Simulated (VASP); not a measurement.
An input for Quantum ESPRESSO's pw.x (written as the equivalent of a VASP run, and not itself run):

```
&CONTROL
  calculation = 'vc-relax'
  pseudo_dir = './pseudo'
  outdir = './out'
  tprnfor = .true.
  tstress = .true.
  nstep = 60
  forc_conv_thr = 0.00039
/
&SYSTEM
  ibrav = 0
  nat = 2
  ntyp = 2
  ecutwfc = 76
  occupations = 'smearing'
  smearing = 'gaussian'
  degauss = 0.003675
  input_dft = 'pbesol'
/
&ELECTRONS
  conv_thr = 7.3e-08
  electron_maxstep = 100
/
&IONS
/
&CELL
/
ATOMIC_SPECIES
  B 10.810 B.upf
  P 30.974 P.upf
CELL_PARAMETERS angstrom
     0.0000000    2.2054780    2.2054780
     2.2054780    0.0000000    2.2054780
     2.2054780    2.2054780    0.0000000
ATOMIC_POSITIONS crystal
  B    0.0000000  0.0000000  0.0000000
  P    0.2500000  0.2500000  0.2500000
K_POINTS automatic
  9 9 9 0 0 0
```

Question: Translate this input to VASP (INCAR, KPOINTS, POSCAR, choice of POTCAR).

Answer: Several could match; the one computed here: 
INCAR:
```
SYSTEM  =  BP
PREC  =  Accurate; ENCUT  =  520; LREAL  =  .FALSE.
LASPH  =  .TRUE.
EDIFF  =  1E-6; NELM  =  100; ALGO  =  Normal
ISMEAR  =  0; SIGMA  =  0.05
GGA  =  PS
IBRION  =  2; NSW  =  60; ISIF  =  3
EDIFFG  =  -0.01
LWAVE  =  .FALSE.; LCHARG  =  .FALSE.
```

POSCAR:
```
BP
1
    0.0000000000     2.2054780000     2.2054780000
    2.2054780000     0.0000000000     2.2054780000
    2.2054780000     2.2054780000     0.0000000000
B P
1 1
Direct
  0.0000000000   0.0000000000   0.0000000000
  0.2500000000   0.2500000000   0.2500000000
```

KPOINTS:
```
Automatic mesh
0
Gamma
9 9 9
0 0 0
```

POTCAR, in this order: B P (PBE.64 set). Program: vasp_std.

The two are equivalent in intent, not identical: the potentials are each code's own (VASP's PAW set, PseudoDojo norm-conserving files in pw.x), so ENCUT and ecutwfc are chosen apart and not converted; conv_thr bounds pw.x's estimated SCF error, while EDIFF bounds the energy change between steps; forc_conv_thr acts on force components and is met together with etot_conv_thr.

The structure was generated: BP was put into the zinc blende type (F-43m), which need not be its known phase. This run relaxes it. Symmetry was kept, so distortions that lower it aren't found.
